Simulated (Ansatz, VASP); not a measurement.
**GaP: VASP beside Ansatz**

One calculation is typed for both programs; each brings its own data sets. How far apart do they land? The cell is taken from a series of runs on this material, whose earlier steps may have relaxed, scaled, displaced or heated it; both programs get it as it stands.

Method: plane waves, with VASP 6.6.1 beside it; zone-centre phonons at LDA, in Ansatz 0.2.0.

## 1. The structure

It takes space group F-43m (No. 216, cubic). Conventional cell: a = 5.423 Å, b = 5.423 Å, c = 5.423 Å, α = 90.00°, β = 90.00°, γ = 90.00°. Nearest to Ga lie 4 P at 2.35 Å. Nearest to P lie 4 Ga at 2.35 Å. Farther neighbours are not listed.

## 2. VASP: zone-centre phonons, LDA

Second derivatives magnify differences that forces hide, and they need a tight electronic threshold.

Lines of VASP's logs that name or quote its potential files are left out, and so is its time.

The input, INCAR:

```
SYSTEM = GaP
PREC = Accurate
ENCUT = 500
EDIFF = 1E-08
NELM = 120
ISMEAR = 0
SIGMA = 0.01
LREAL = .FALSE.
ALGO = Normal
GGA = CA
NBANDS = 15
LORBIT = 11
LWAVE = .FALSE.
LCHARG = .FALSE.
ISIF = 2
IBRION = 8
LEPSILON = .TRUE.
LASPH = .TRUE.
GGA_COMPAT = .FALSE.
EFERMI = MIDGAP
KPAR = 2
```

The input, POSCAR:

```
GaP
1.0
    0.0000000000      2.7115550452      2.7115550452
    2.7115550452      0.0000000000      2.7115550452
    2.7115550452      2.7115550452      0.0000000000
Ga P
1 1
Direct
    0.0000000000      0.0000000000      0.0000000000
    0.7500000000      0.7500000000      0.7500000000
```

The input, KPOINTS:

```
Automatic mesh
0
Gamma
9 9 9
0 0 0
```

Potentials, in the order of the species: Ga_d and P (LDA family, release 64).

The run is started by

```console
$ mpirun -np 2 vasp_std
```

Numbers of over 12 decimals in the logs are rounded to 6 here.

Log:

```text
[banner, memory and clock lines left out]
running    2 mpi-ranks, on    1 nodes
 distrk:  each k-point on    1 cores,    2 groups
 distr:  one band on    1 cores,    1 groups

 POSCAR found type information on POSCAR GaP
 POSCAR found :  2 types and       2 ions
 LDA part: xc-table for (Slater(with rela. corr.)+CA(PZ))
 , standard interpolation
 POSCAR, INCAR and KPOINTS ok, starting setup
 FFT: planning ... GRIDC
 FFT: planning ... GRID_SOFT
 FFT: planning ... GRID
 WAVECAR not read
 entering main loop
       N       E                     dE             d eps       ncg     rms          rms(c)
DAV:   1     0.722418719768E+02    0.72242E+02   -0.90264E+03  1106   0.170E+03
DAV:   2    -0.517658717372E+01   -0.77418E+02   -0.74204E+02  1218   0.296E+02
DAV:   3    -0.106776593575E+02   -0.55011E+01   -0.54817E+01  1274   0.649E+01
DAV:   4    -0.107732044146E+02   -0.95545E-01   -0.95519E-01  1363   0.920E+00
DAV:   5    -0.107750512099E+02   -0.18468E-02   -0.18467E-02  1311   0.110E+00    0.439E+00
DAV:   6    -0.105027889040E+02    0.27226E+00   -0.38485E-01  1617   0.111E+01    0.283E+00
DAV:   7    -0.104542060299E+02    0.48583E-01   -0.88799E-02  1333   0.217E+00    0.105E+00
DAV:   8    -0.104495145972E+02    0.46914E-02   -0.11925E-02  1358   0.126E+00    0.198E-01
DAV:   9    -0.104494811024E+02    0.33495E-04   -0.10110E-03  1585   0.418E-01    0.624E-02
DAV:  10    -0.104494801335E+02    0.96894E-06   -0.49781E-05  1610   0.858E-02    0.250E-02
DAV:  11    -0.104494863381E+02   -0.62046E-05   -0.84798E-06  1347   0.433E-02    0.725E-03
DAV:  12    -0.104494861517E+02    0.18643E-06   -0.48609E-07  1301   0.747E-03    0.492E-03
DAV:  13    -0.104494861278E+02    0.23850E-07   -0.20015E-07  1373   0.449E-03    0.916E-04
DAV:  14    -0.104494861271E+02    0.69122E-09   -0.87953E-09   885   0.114E-03
   1 F= -.10449486E+02 E0= -.10449486E+02  d E =0.000000E+00
 Linear response reoptimize wavefunctions to high precision
DAV:   1    -0.104494861272E+02   -0.71850E-10   -0.17029E-09  1033   0.393E-04
DAV:   2    -0.104494861273E+02   -0.70031E-10   -0.23071E-10   721   0.147E-04
 Linear response G [H, r] |phi>, progress :
  Direction:   1
       N       E                     dE             d eps       ncg     rms
RMM:   1    -0.408759164388E+02   -0.40876E+02    0.16679E+02  1213   0.237E+02
RMM:   2    -0.497422099137E+02   -0.88663E+01   -0.18064E+01  2187   0.349E+01
RMM:   3    -0.509554971365E+02   -0.12133E+01   -0.19101E+00  2173   0.858E+00
RMM:   4    -0.510039833208E+02   -0.48486E-01   -0.21502E-01  2258   0.239E+00
RMM:   5    -0.509972140224E+02    0.67693E-02   -0.11784E-03  2287   0.638E-01
RMM:   6    -0.509984454975E+02   -0.12315E-02   -0.26988E-03  2290   0.211E-01
RMM:   7    -0.509982738725E+02    0.17163E-03    0.18194E-04  2327   0.794E-02
RMM:   8    -0.509983194301E+02   -0.45558E-04   -0.84324E-05  2338   0.323E-02
RMM:   9    -0.509983202264E+02   -0.79632E-06   -0.50646E-05  2337   0.144E-02
RMM:  10    -0.509983173436E+02    0.28828E-05   -0.12709E-05  2280   0.720E-03
RMM:  11    -0.509983184477E+02   -0.11041E-05   -0.21588E-05  2070   0.356E-03
RMM:  12    -0.509983178512E+02    0.59648E-06   -0.15512E-05  1810   0.235E-03
RMM:  13    -0.509983183213E+02   -0.47005E-06   -0.19936E-05  1496   0.176E-03
RMM:  14    -0.509983156227E+02    0.26985E-05    0.71187E-06  1337   0.156E-03
RMM:  15    -0.509983195339E+02   -0.39111E-05   -0.32087E-05  1254   0.141E-03
RMM:  16    -0.509983173754E+02    0.21584E-05   -0.10078E-05  1221   0.136E-03
RMM:  17    -0.509983183971E+02   -0.10217E-05   -0.23273E-05  1180   0.135E-03
RMM:  18    -0.509983173222E+02    0.10749E-05   -0.52461E-06  1144   0.130E-03
 Linear response G [H, r] |phi>, progress :
  Direction:   2
       N       E                     dE             d eps       ncg     rms
RMM:   1    -0.398656781841E+02   -0.39866E+02    0.14059E+02  1227   0.237E+02
RMM:   2    -0.510777312641E+02   -0.11212E+02   -0.14680E+01  2188   0.341E+01
RMM:   3    -0.525647374450E+02   -0.14870E+01   -0.19536E+00  2144   0.855E+00
RMM:   4    -0.526102064373E+02   -0.45469E-01   -0.21093E-01  2258   0.238E+00
RMM:   5    -0.526043218781E+02    0.58846E-02   -0.15868E-03  2258   0.598E-01
RMM:   6    -0.526055048185E+02   -0.11829E-02   -0.25160E-03  2282   0.193E-01
RMM:   7    -0.526053250823E+02    0.17974E-03    0.22068E-04  2319   0.690E-02
RMM:   8    -0.526053720465E+02   -0.46964E-04   -0.71833E-05  2328   0.286E-02
RMM:   9    -0.526053716885E+02    0.35798E-06   -0.37204E-05  2320   0.127E-02
RMM:  10    -0.526053706683E+02    0.10202E-05   -0.18756E-05  2282   0.639E-03
RMM:  11    -0.526053706386E+02    0.29748E-07   -0.17031E-05  2056   0.354E-03
RMM:  12    -0.526053705890E+02    0.49543E-07   -0.16166E-05  1833   0.235E-03
RMM:  13    -0.526053710689E+02   -0.47981E-06   -0.20878E-05  1505   0.174E-03
RMM:  14    -0.526053713334E+02   -0.26454E-06   -0.23523E-05  1289   0.150E-03
[...]
RMM:   2    -0.153098338993E+01   -0.13826E+01   -0.73410E-02  2091   0.187E+00
RMM:   3    -0.153492683269E+01   -0.39434E-02   -0.28456E-02  2268   0.597E-01
RMM:   4    -0.153528059178E+01   -0.35376E-03   -0.77589E-04  2233   0.139E-01
RMM:   5    -0.153528871969E+01   -0.81279E-05   -0.49258E-05  2257   0.410E-02
RMM:   6    -0.153528904685E+01   -0.32716E-06   -0.47751E-06  2264   0.133E-02
[...]
change of polarisation eV/A/(eV/A) component  1 :     2.266     0.751     0.376
 dielectric tensor                  component  1 :    11.285     3.409     1.709
 Linear response to external field, progress :
  Direction:   2
       N       E                     dE             d eps       ncg     rms          rms(c)
RMM:   1    -0.140779524588E+00   -0.14078E+00    0.51374E+00  4098   0.835E+00
RMM:   2    -0.120879334307E+01   -0.10680E+01   -0.67579E-02  7468   0.176E+00    0.149E+00
RMM:   3    -0.116318297806E+01    0.45610E-01   -0.31282E-02  7555   0.102E+00    0.861E-01
RMM:   4    -0.118502146269E+01   -0.21838E-01   -0.27149E-02  7612   0.949E-01    0.157E-01
RMM:   5    -0.119157832345E+01   -0.65569E-02   -0.17442E-03  7798   0.276E-01    0.385E-02
RMM:   6    -0.119514111668E+01   -0.35628E-02   -0.18306E-04  7829   0.904E-02    0.279E-02
RMM:   7    -0.119517442185E+01   -0.33305E-04   -0.28141E-05  7754   0.326E-02    0.228E-03
RMM:   8    -0.119534263348E+01   -0.16821E-03   -0.93097E-06  8003   0.106E-02    0.811E-04
RMM:   9    -0.119531688594E+01    0.25748E-04   -0.13759E-06  7970   0.407E-03    0.320E-04
RMM:  10    -0.119531427051E+01    0.26154E-05   -0.73334E-07  7933   0.156E-03    0.109E-04
RMM:  11    -0.119531113320E+01    0.31373E-05    0.63429E-09  7726   0.675E-04    0.813E-05
RMM:  12    -0.119531014145E+01    0.99175E-06   -0.12294E-07  6011   0.273E-04    0.316E-05
RMM:  13    -0.119530965797E+01    0.48348E-06   -0.51439E-08  3631   0.125E-04    0.460E-06
 change of polarisation eV/A/(eV/A) component  2 :     0.715     2.266     0.345
 dielectric tensor                  component  2 :     3.245    11.285     1.564
 Linear response to external field, progress :
  Direction:   3
       N       E                     dE             d eps       ncg     rms          rms(c)
RMM:   1    -0.142480886061E+00   -0.14248E+00    0.51204E+00  4098   0.835E+00
RMM:   2    -0.120884855259E+01   -0.10664E+01   -0.67412E-02  7459   0.176E+00    0.149E+00
RMM:   3    -0.116318683513E+01    0.45662E-01   -0.31244E-02  7560   0.102E+00    0.861E-01
RMM:   4    -0.118500754821E+01   -0.21821E-01   -0.27027E-02  7606   0.949E-01    0.157E-01
RMM:   5    -0.119159027717E+01   -0.65827E-02   -0.17697E-03  7790   0.276E-01    0.384E-02
RMM:   6    -0.119514248163E+01   -0.35522E-02   -0.18732E-04  7831   0.905E-02    0.278E-02
RMM:   7    -0.119517408427E+01   -0.31603E-04   -0.31175E-05  7745   0.324E-02    0.229E-03
RMM:   8    -0.119534280268E+01   -0.16872E-03   -0.92418E-06  8009   0.105E-02    0.814E-04
RMM:   9    -0.119531705374E+01    0.25749E-04   -0.10476E-06  7967   0.406E-03    0.323E-04
RMM:  10    -0.119531434092E+01    0.27128E-05   -0.70842E-07  7927   0.156E-03    0.110E-04
RMM:  11    -0.119531112367E+01    0.32172E-05    0.68113E-08  7733   0.678E-04    0.812E-05
RMM:  12    -0.119531011495E+01    0.10087E-05   -0.76312E-08  5986   0.272E-04    0.304E-05
RMM:  13    -0.119530966780E+01    0.44715E-06   -0.33811E-08  3592   0.124E-04    0.493E-06
 change of polarisation eV/A/(eV/A) component  3 :     0.573     0.554     2.266
 dielectric tensor                  component  3 :     2.602     2.514    11.285
 Linear response DOF=           2
 Linear response progress:
  Degree of freedom:   1/  2
       N       E                     dE             d eps       ncg     rms          rms(c)
RMM:   1    -0.167054130396E+00   -0.16705E+00    0.11282E-01  4709   0.861E+00
RMM:   2    -0.164887450598E+00    0.21667E-02   -0.24532E-02  7179   0.142E+00    0.550E-02
RMM:   3    -0.165401874665E+00   -0.51442E-03   -0.39523E-03  7527   0.423E-01    0.408E-02
RMM:   4    -0.165257116370E+00    0.14476E-03   -0.12432E-03  7911   0.159E-01    0.148E-02
RMM:   5    -0.165240683621E+00    0.16433E-04   -0.11855E-04  7923   0.395E-02    0.494E-03
RMM:   6    -0.165239987863E+00    0.69576E-06   -0.55646E-05  7873   0.141E-02    0.832E-04
RMM:   7    -0.165237483981E+00    0.25039E-05   -0.22870E-05  7829   0.567E-03    0.118E-04
RMM:   8    -0.165235254154E+00    0.22298E-05   -0.10782E-05  7964   0.241E-03    0.425E-05
RMM:   9    -0.165234412540E+00    0.84161E-06   -0.62146E-06  7892   0.100E-03    0.206E-05
RMM:  10    -0.165234126211E+00    0.28633E-06   -0.23880E-06  7904   0.448E-04    0.120E-05
RMM:  11    -0.165233965994E+00    0.16022E-06   -0.13746E-06  7896   0.206E-04    0.449E-06
RMM:  12    -0.165233894042E+00    0.71952E-07   -0.75481E-07  8168   0.960E-05    0.203E-06
RMM:  13    -0.165233853684E+00    0.40357E-07   -0.45697E-07  7823   0.457E-05    0.106E-06
RMM:  14    -0.165233834037E+00    0.19648E-07   -0.28723E-07  7456   0.226E-05    0.351E-07
RMM:  15    -0.165233825133E+00    0.89032E-08   -0.17283E-07  5637   0.124E-05    0.343E-07
RMM:  16    -0.165233814708E+00    0.10425E-07   -0.92772E-08  5073   0.734E-06    0.170E-07
RMM:  17    -0.165233808764E+00    0.59441E-08   -0.56640E-08  5433   0.534E-06    0.131E-07
 first order change of Fermi-energy   0.10363E+01
 force on displaced ion       1 direction 1 : -10.100   0.000   0.000
 Born effective charge ion    1 direction 1 :   2.083   0.000   0.000
 Linear response progress:
  Degree of freedom:   2/  2
       N       E                     dE             d eps       ncg     rms          rms(c)
RMM:   1    -0.510110611939E-01   -0.51011E-01    0.33098E-03  8592   0.180E+00
RMM:   2    -0.473542345705E-01    0.36568E-02   -0.59692E-03  6819   0.524E-01    0.121E-01
RMM:   3    -0.473729584824E-01   -0.18724E-04   -0.54460E-04  7531   0.169E-01    0.587E-02
RMM:   4    -0.476264604756E-01   -0.25350E-03   -0.11617E-04  7359   0.632E-02    0.112E-02
RMM:   5    -0.476368270439E-01   -0.10367E-04   -0.20528E-05  7870   0.219E-02    0.684E-03
RMM:   6    -0.476191096101E-01    0.17717E-04   -0.21482E-06  7418   0.792E-03    0.381E-03
RMM:   7    -0.476195418239E-01   -0.43221E-06    0.44485E-07  7814   0.304E-03    0.806E-04
RMM:   8    -0.476175007462E-01    0.20411E-05    0.15962E-07  7575   0.965E-04    0.145E-04
RMM:   9    -0.476171878280E-01    0.31292E-06    0.13413E-08  7799   0.297E-04    0.185E-05
RMM:  10    -0.476172491863E-01   -0.61358E-07   -0.95162E-09  7540   0.103E-04    0.521E-06
RMM:  11    -0.476172469470E-01    0.22392E-08   -0.99857E-10  7814   0.416E-05    0.568E-06
 first order change of Fermi-energy  -0.10360E+01
 force on displaced ion       2 direction 1 : -10.055   0.000   0.000
 Born effective charge ion    2 direction 1 :  -2.161   0.000   0.000
 Born effective charges drift removed
 Linear response finished
```

Parts of OUTCAR (step 2):

```text
ion  position               nearest neighbor table
   1  0.000  0.000  0.000-   2 2.35   2 2.35   2 2.35   2 2.35
   2  0.750  0.750  0.750-   1 2.35   1 2.35   1 2.35   1 2.35

  LATTYP: Found a face centered cubic cell.
 ALAT       =     5.4231100904

 Subroutine GETGRP returns: Found 24 space group operations
 (whereof 24 operations were pure point group operations)

The static configuration has the point symmetry T_d .

 Found     35 irreducible k-points:

   k-points           NKPTS =     35   k-points in BZ     NKDIM =     35   number of bands    NBANDS=     15

   dimension x,y,z NGX =    28 NGY =   28 NGZ =   28
   dimension x,y,z NGXF=    56 NGYF=   56 NGZF=   56

   ENCUT  =  500.0 eV  36.75 Ry    6.06 a.u.   6.99  6.99  6.99*2*pi/ulx,y,z

   NELECT =      18.0000    total number of electrons

 k-points in reciprocal lattice and weights: Automatic mesh
   0.00000000  0.00000000  0.00000000       0.001
   0.11111111  0.00000000  0.00000000       0.011
   0.22222222  0.00000000  0.00000000       0.011
   0.33333333  0.00000000  0.00000000       0.011
   0.44444444  0.00000000  0.00000000       0.011
   0.11111111  0.11111111  0.00000000       0.008
   0.22222222  0.11111111  0.00000000       0.033
   0.33333333  0.11111111  0.00000000       0.033
   0.44444444  0.11111111  0.00000000       0.033
[...]
-0.33333333  0.44444444  0.11111111       0.033
  -0.33333333  0.44444444  0.22222222       0.033

 average (electrostatic) potential at core
       1 -66.4241       2 -84.4831

  Total       -0.3555051     -0.3555051     -0.3555051      0.0000000      0.0000000      0.0000000
  in kB      -14.2847022    -14.2847022    -14.2847022      0.0000000      0.0000000      0.0000000
  external PRESSURE =     -14.2847022 kB  Pullay stress =       0.0000000 kB

  energy-cutoff  :      500.00
  volume of cell :       39.87
      direct lattice vectors                 reciprocal lattice vectors
     0.000000000  2.711555045  2.711555045    -0.184396035  0.184396035  0.184396035
     2.711555045  0.000000000  2.711555045     0.184396035 -0.184396035  0.184396035
     2.711555045  2.711555045  0.000000000     0.184396035  0.184396035 -0.184396035

 POSITION                                       TOTAL-FORCE (eV/Angst)
 -----------------------------------------------------------------------------------
      0.00000      0.00000      0.00000        -0.000000      0.000000      0.000000
      4.06733      4.06733      4.06733         0.000000     -0.000000     -0.000000
 -----------------------------------------------------------------------------------
    total drift:                               -0.000000     -0.000000     -0.000000

 MACROSCOPIC STATIC DIELECTRIC TENSOR (including local field effects in DFT)
 ------------------------------------------------------
          11.285376     0.000000     0.000000
           0.000000    11.285376     0.000000
           0.000000     0.000000    11.285376
 ------------------------------------------------------

 PIEZOELECTRIC TENSOR (including local field effects)  for field in x, y, z        (C/m^2)
          XX          YY          ZZ          XY          YZ          ZX
  --------------------------------------------------------------------------------
  x     0.00000    -0.00000    -0.00000     0.00000     0.79134     0.00000
  y     0.00000    -0.00000     0.00000     0.00000     0.00000     0.79134
  z     0.00000     0.00000     0.00000     0.79134     0.00000     0.00000

 BORN EFFECTIVE CHARGES (including local field effects) (in |e|, cummulative output)
 ---------------------------------------------------------------------------------
 ion    1
    1     2.12460     0.00000     0.00000
    2     0.00000     2.12460     0.00000
    3     0.00000     0.00000     2.12460
 ion    2
    1    -2.12460     0.00000     0.00000
    2     0.00000    -2.12460     0.00000
    3     0.00000     0.00000    -2.12460

 Eigenvectors and eigenvalues of the dynamical matrix
 ----------------------------------------------------

   1 f  =   10.711995 THz    67.305448 2PiTHz  357.313681 cm-1    44.301230 meV
             X         Y         Z           dx          dy          dz
      0.000000  0.000000  0.000000     0.039273    0.511220   -0.213672
      4.067333  4.067333  4.067333    -0.058793   -0.765300    0.319868

   2 f  =   10.711995 THz    67.305448 2PiTHz  357.313681 cm-1    44.301230 meV
             X         Y         Z           dx          dy          dz
      0.000000  0.000000  0.000000     0.022796    0.212536    0.512692
      4.067333  4.067333  4.067333    -0.034126   -0.318167   -0.767503

   3 f  =   10.711995 THz    67.305448 2PiTHz  357.313681 cm-1    44.301230 meV
             X         Y         Z           dx          dy          dz
      0.000000  0.000000  0.000000    -0.553608    0.045018    0.005953
      4.067333  4.067333  4.067333     0.828755   -0.067392   -0.008912

   4 f/i=    0.010998 THz     0.069102 2PiTHz    0.366853 cm-1     0.045484 meV
             X         Y         Z           dx          dy          dz
      0.000000  0.000000  0.000000    -0.367569   -0.735715   -0.122768
      4.067333  4.067333  4.067333    -0.245536   -0.491457   -0.082009

   5 f/i=    0.010998 THz     0.069102 2PiTHz    0.366853 cm-1     0.045484 meV
             X         Y         Z           dx          dy          dz
      0.000000  0.000000  0.000000     0.263429    0.000000   -0.788709
      4.067333  4.067333  4.067333     0.175970    0.000000   -0.526857

   6 f/i=    0.010998 THz     0.069102 2PiTHz    0.366853 cm-1     0.045484 meV
             X         Y         Z           dx          dy          dz
      0.000000  0.000000  0.000000     0.697821   -0.387530    0.233072
      4.067333  4.067333  4.067333     0.466144   -0.258870    0.155692

 MACROSCOPIC STATIC DIELECTRIC TENSOR IONIC CONTRIBUTION
 ------------------------------------------------------
           2.032666     0.000000     0.000000
           0.000000     2.032666     0.000000
           0.000000     0.000000     2.032666
 ------------------------------------------------------

 ELASTIC MODULI CONTR FROM IONIC RELAXATION (kBar)
 Direction    XX          YY          ZZ          XY          YZ          ZX
 --------------------------------------------------------------------------------
 XX          -0.0000     -0.0000      0.0000     -0.0000      0.0000      0.0000
 YY          -0.0000     -0.0000      0.0000     -0.0000      0.0000     -0.0000
 ZZ           0.0000      0.0000     -0.0000      0.0000      0.0000     -0.0000
 XY          -0.0000     -0.0000      0.0000   -198.3325     -0.0000     -0.0000
 YZ           0.0000      0.0000      0.0000     -0.0000   -198.3325     -0.0000
 ZX           0.0000     -0.0000     -0.0000     -0.0000     -0.0000   -198.3325
 --------------------------------------------------------------------------------

 PIEZOELECTRIC TENSOR IONIC CONTR  for field in x, y, z        (C/m^2)
          XX          YY          ZZ          XY          YZ          ZX
  --------------------------------------------------------------------------------
  x     0.00000     0.00000     0.00000    -0.00000    -0.59745    -0.00000
  y     0.00000    -0.00000    -0.00000    -0.00000    -0.00000    -0.59745
  z    -0.00000    -0.00000     0.00000    -0.59745    -0.00000    -0.00000
```

The dielectric response converges more slowly with the mesh than energies do, so tensor and charges may still move on a finer one.

(Part 1 of 2 ends here.)

[Lines on the potential files, build, host, timing and source positions are cut from VASP's logs without a mark.]

[Logs are printed without paths, hosts, clocks, repeated set-up lines and the standing remarks that a program may print on its own settings, such as how far it seeks lower states.]

[Hosts, paths, dates, database ids (printed as entryN), source tags and the programs' standing remarks are cut or masked in the printed files.]
